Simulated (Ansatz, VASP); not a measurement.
## Two plane-wave programs on BAu

```
B Au
1.0
     0.00000    2.35019    2.35019
     2.35019    0.00000    2.35019
     2.35019    2.35019    0.00000
B Au
1 1
Direct
  0.00000 0.00000 0.00000
  0.50000 0.50000 0.50000
```

Alike in both runs: functional PBE; k mesh 20 × 20 × 20; occupations gaussian, width 0.1 eV; no spin polarisation.

Ansatz relaxed the structure, and its values are those at the end. VASP's run is a single point on that final structure, the one shown.

```csv
,VASP,Ansatz
version,VASP 6.6.1,Ansatz 0.2.0
potentials or method,"VASP PAW PBE potentials, release 64 (B, Au)","scalar-relativistic, plane waves, PAW"
plane-wave cutoff (eV),520,420
valence electrons in the cell,14,22
```

Ansatz gave:

```
gap on the k mesh at the Fermi level (eV) : none
pressure (GPa)                            : 0.0
```

Estimate VASP's values.

gap on the k mesh at the Fermi level (eV): none; pressure (GPa): -0.2.

A gap of «none» marks a metal or a gap that the smearing closes. The two sets of potentials don't hold the same shells in valence.

The runs have no spin-orbit coupling, so splittings on Au are missing.
